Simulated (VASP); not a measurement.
A VASP calculation is set up with these files.

**INCAR**
```
! general
SYSTEM =CsCdF3
PREC   =Accurate
ENCUT  =520
LREAL  =.FALSE.
LASPH  =.TRUE.

! electronic loop
EDIFF  =1E-7
NELM   =100
ALGO   =Normal
LMAXMIX=4

! smearing
ISMEAR =-5

! functional
GGA    =PS

! ions
ISIF   =2

! output
LWAVE  =.FALSE.
LCHARG =.TRUE.
LORBIT =11
NEDOS  =601

! other
LEFG   =.TRUE.
```

File POSCAR:
```
CsCdF3
1.0
  4.4748396762   0.0000000000   0.0000000000
  0.0000000000   4.4748396762   0.0000000000
  0.0000000000   0.0000000000   4.4748396762
Cs Cd F
1 1 3
Cartesian
  0.0000000000   0.0000000000   0.0000000000
  2.2374198381   2.2374198381   2.2374198381
  0.0000000000   2.2374198381   2.2374198381
  2.2374198381   0.0000000000   2.2374198381
  2.2374198381   2.2374198381   0.0000000000
```

KPOINTS:
```
Automatic mesh
0
Gamma
6 6 6
0 0 0
```

POTCAR, in this order: Cs_sv Cd F (PBE.64 set). Program: vasp_std.

### Question
Write an equivalent input for Quantum ESPRESSO's pw.x.

### Answer
One equivalent input (not run):
```
&CONTROL
  calculation = 'scf'
  pseudo_dir = './pseudo'
  outdir = './out'
  tprnfor = .true.
  tstress = .true.
/
&SYSTEM
  ibrav = 0
  nat = 5
  ntyp = 3
  ecutwfc = 102
  occupations = 'tetrahedra'
  input_dft = 'pbesol'
/
&ELECTRONS
  conv_thr = 7.3e-09
  electron_maxstep = 100
/
ATOMIC_SPECIES
  Cs 132.905 Cs.upf
  Cd 112.414 Cd.upf
  F 18.998 F.upf
CELL_PARAMETERS angstrom
     4.4748397    0.0000000    0.0000000
     0.0000000    4.4748397    0.0000000
     0.0000000    0.0000000    4.4748397
ATOMIC_POSITIONS crystal
  Cs   0.0000000  0.0000000  0.0000000
  Cd   0.5000000  0.5000000  0.5000000
  F    0.0000000  0.5000000  0.5000000
  F    0.5000000  0.0000000  0.5000000
  F    0.5000000  0.5000000  0.0000000
K_POINTS automatic
  6 6 6 0 0 0
```
What does not carry over: the potentials are each code's own (VASP's PAW set, PseudoDojo norm-conserving files in pw.x), so ENCUT and ecutwfc are chosen apart and not converted; conv_thr bounds pw.x's estimated SCF error, while EDIFF bounds the energy change between steps; the field gradients of LEFG aren't asked of the other code.

The structure comes from a computed database's CsCdF3 entry (Pm-3m); how it stands against other phases isn't given here. It was relaxed first.
